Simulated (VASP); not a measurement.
All values below come from PBE GGA, VASP's PBE PAW potentials (set 64) (plane waves; VASP).

A VASP calculation is set up with these files.

File KPOINTS:
```
Automatic mesh
0
gamma
3 3 4
```

POSCAR:
```
FeSi
1.0
  4.8045110000   0.0000000000   0.0000000000
 -2.4022560000   4.1608290000   0.0000000000
  0.0000000000   0.0000000000   3.8768280000
Fe Si
3 3
Cart
  2.4022555000   0.0000000000   0.0000000000
  1.2011275000   2.0804145000   0.0000000000
 -1.2011280000   2.0804145000   0.0000000000
  0.0000000000   0.0000000000   0.0000000000
 -0.0000027356   2.7738873869   1.9384140000
  2.4022577356   1.3869416131   1.9384140000
```

**INCAR**
```
! general
SYSTEM   =  FeSi
PREC     =  Accurate
ENCUT    =  300   ! plane-wave cut-off (eV)
LREAL    =  .False.   ! projection in real space or not
LASPH    =  .True.

! electronic loop
EDIFF    =  1E-6
NELM     =  100
ALGO     =  Normal   ! blocked Davidson
LMAXMIX  =  4

! smearing
ISMEAR   =  -1   ! Fermi-Dirac
SIGMA    =  0.05   ! width (eV)

! functional
GGA      =  PE   ! PBE

! spin
ISPIN    =  2
MAGMOM   =  4.0 4.0 4.0 0.0 0.0 0.0

! ions
ISIF     =  2

! output
LWAVE    =  .False.
LCHARG   =  .False.
LORBIT   =  11   ! lm-projected
```

POTCAR, in this order: Fe Si (PBE.64 set). Program: vasp_std.

The run wrote:

OSZICAR:
```
       N       E                     dE             d eps       ncg     rms          rms(c)
DAV:   1     0.179151036339E+03    0.17915E+03   -0.10767E+04  1008   0.912E+02
DAV:   2    -0.342900932498E+02   -0.21344E+03   -0.20221E+03  1008   0.258E+02
DAV:   3    -0.448958302550E+02   -0.10606E+02   -0.10195E+02  1184   0.682E+01
DAV:   4    -0.452567393313E+02   -0.36091E+00   -0.35867E+00  1312   0.118E+01
DAV:   5    -0.452678565615E+02   -0.11117E-01   -0.11113E-01  1264   0.196E+00    0.296E+01
DAV:   6    -0.500619623727E+02   -0.47941E+01   -0.63196E+01  1360   0.103E+02    0.241E+01
DAV:   7    -0.431307450022E+02    0.69312E+01   -0.30499E+01  1308   0.747E+01    0.760E+00
DAV:   8    -0.429918927183E+02    0.13885E+00   -0.21733E+00  1212   0.979E+00    0.317E+00
DAV:   9    -0.428957749131E+02    0.96118E-01   -0.25920E-01  1228   0.557E+00    0.138E+00
DAV:  10    -0.428914619050E+02    0.43130E-02   -0.15749E-02  1272   0.928E-01    0.554E-01
DAV:  11    -0.428894241085E+02    0.20378E-02   -0.24688E-03  1308   0.359E-01    0.182E-01
DAV:  12    -0.428893607866E+02    0.63322E-04   -0.60034E-04  1360   0.270E-01    0.108E-01
DAV:  13    -0.428893595541E+02    0.12324E-05   -0.60398E-05  1100   0.492E-02    0.393E-02
DAV:  14    -0.428893661632E+02   -0.66090E-05   -0.12554E-05  1140   0.339E-02    0.156E-02
DAV:  15    -0.428893694825E+02   -0.33193E-05   -0.48626E-06  1104   0.159E-02    0.733E-03
DAV:  16    -0.428893689315E+02    0.55099E-06   -0.45587E-07   740   0.761E-03
   1 F= -.42889369E+02 E0= -.42870996E+02  d E =-.367452E-01  mag=     2.8625
```

OUTCAR:
```
------------------------ aborting loop because EDIFF is reached ----------------------------------------
  FORCE on cell =-STRESS in cart. coord.  units (eV):
  Direction    XX          YY          ZZ          XY          YZ          ZX
  --------------------------------------------------------------------------------------
  Total        1.3383007      1.3383010     -1.9770843     -0.0000002      0.0000000      0.0000000
  in kB       27.6667850     27.6667906    -40.8724030     -0.0000033      0.0000000      0.0000000
  external PRESSURE =       4.8203909 kB  Pullay stress =       0.0000000 kB
  volume of cell :       77.50
      direct lattice vectors                 reciprocal lattice vectors
     4.804511000  0.000000000  0.000000000     0.208137727  0.120168386  0.000000000
    -2.402256000  4.160829000  0.000000000     0.000000000  0.240336721  0.000000000
     0.000000000  0.000000000  3.876828000     0.000000000  0.000000000  0.257942834
 POSITION                                       TOTAL-FORCE (eV/Angst)
 -----------------------------------------------------------------------------------
      2.40226      0.00000      0.00000        -0.000000      0.000000      0.000000
      1.20113      2.08041      0.00000        -0.000000      0.000000      0.000000
     -1.20113      2.08041      0.00000        -0.000000      0.000000      0.000000
      0.00000      0.00000      0.00000        -0.000000      0.000000      0.000000
     -0.00000      2.77389      1.93841        -0.000000     -0.000000      0.000000
      2.40226      1.38694      1.93841         0.000000      0.000000      0.000000
 -----------------------------------------------------------------------------------
    total drift:                                0.000000      0.000000     -0.000000
  FREE ENERGIE OF THE ION-ELECTRON SYSTEM (eV)
  ---------------------------------------------------
  free  energy   TOTEN  =       -42.8893689315 eV

  energy  without entropy=      -42.8526237232  energy(sigma->0) =      -42.87099633

 total charge

# of ion       s       p       d       tot
------------------------------------------
    1        0.492   0.687   6.487   7.666
    2        0.492   0.687   6.487   7.666
    3        0.492   0.687   6.487   7.666
    4        0.779   0.809   0.000   1.588
    5        0.757   0.854   0.000   1.611
    6        0.757   0.854   0.000   1.611
--------------------------------------------------
tot          3.772   4.576  19.460  27.808

 magnetization (x)

# of ion       s       p       d       tot
------------------------------------------
    1        0.004  -0.001   1.054   1.056
    2        0.004  -0.001   1.054   1.056
    3        0.004  -0.001   1.054   1.056
    4       -0.006  -0.060   0.000  -0.066
    5       -0.009  -0.038   0.000  -0.048
    6       -0.009  -0.038   0.000  -0.048
--------------------------------------------------
tot         -0.013  -0.140   3.161   3.008
```
(Selected blocks of OUTCAR.)

At this cut-off the stress carries a Pulay error, which pulls relaxed volumes low.

The structure was generated: FeSi was put into an ordered model structure, which need not be its known phase. The cell was not relaxed at this level. The k-mesh is coarse (spacing up to 0.50 per Å, 2π included), so the numbers may not be converged in it.
